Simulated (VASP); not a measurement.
A convergence study with VASP on CaO (rock salt): one setting is varied, all else stays as given below, so the limit is that of these other settings.

```xyz
2
Lattice="0.0000 2.4050 2.4050 2.4050 0.0000 2.4050 2.4050 2.4050 0.0000" Properties=species:S:1:pos:R:3 pbc="T T T"
Ca     0.0000     0.0000     0.0000
O      2.4050     2.4050     2.4050
```

Computed with LDA (Ceperley-Alder, Perdew-Zunger), VASP's LDA PAW potentials (set 64) (plane waves; VASP). The tightest run used: 700 eV cut-off, 15×15×15 Monkhorst-Pack mesh, Gaussian smearing of 0.050 eV, potentials Ca_sv O.

**Question.** The settings run are 1×1×1 mesh; 2×2×2 mesh; 3×3×3 mesh; 4×4×4 mesh; 5×5×5 mesh; 6×6×6 mesh; 7×7×7 mesh; 8×8×8 mesh; 9×9×9 mesh; 10×10×10 mesh; 11×11×11 mesh; 12×12×12 mesh; 13×13×13 mesh; 14×14×14 mesh; 15×15×15 mesh. From which on does the stress (every component) stay within 0.2 GPa of the tightest run?

**Answer.** From 4×4×4 mesh on: it is off by 0.01 there and by no more than 0.2 in any finer run, while 3×3×3 mesh is off by 0.26.
| setting | E (eV/atom) | pressure (GPa) | irreducible k-points | difference judged (GPa) |
|---|---|---|---|---|
| 1×1×1 mesh | -2.4583 | 45.62 | 1 | 52.21 |
| 2×2×2 mesh | -7.1371 | -7.59 | 2 | 1.00 |
| 3×3×3 mesh | -7.0810 | -6.34 | 4 | 0.26 |
| 4×4×4 mesh | -7.0978 | -6.60 | 10 | 0.01 |
| 5×5×5 mesh | -7.0973 | -6.58 | 10 | 0.01 |
| 6×6×6 mesh | -7.0977 | -6.59 | 28 | 0.00 |
| 7×7×7 mesh | -7.0977 | -6.59 | 20 | 0.00 |
| 8×8×8 mesh | -7.0977 | -6.59 | 60 | 0.00 |
| 9×9×9 mesh | -7.0977 | -6.59 | 35 | 0.00 |
| 10×10×10 mesh | -7.0977 | -6.59 | 110 | 0.00 |
| 11×11×11 mesh | -7.0977 | -6.59 | 56 | 0.00 |
| 12×12×12 mesh | -7.0977 | -6.59 | 182 | 0.00 |
| 13×13×13 mesh | -7.0977 | -6.59 | 84 | 0.00 |
| 14×14×14 mesh | -7.0977 | -6.59 | 280 | 0.00 |
| 15×15×15 mesh | -7.0977 | -6.59 | 120 | 0.00 |

Left out are rungs that failed or repeat a setting and relaxations that didn't move; long series are thinned to 24 rows.

The compound is CaO in the rock salt structure. The cell was not relaxed at this level.
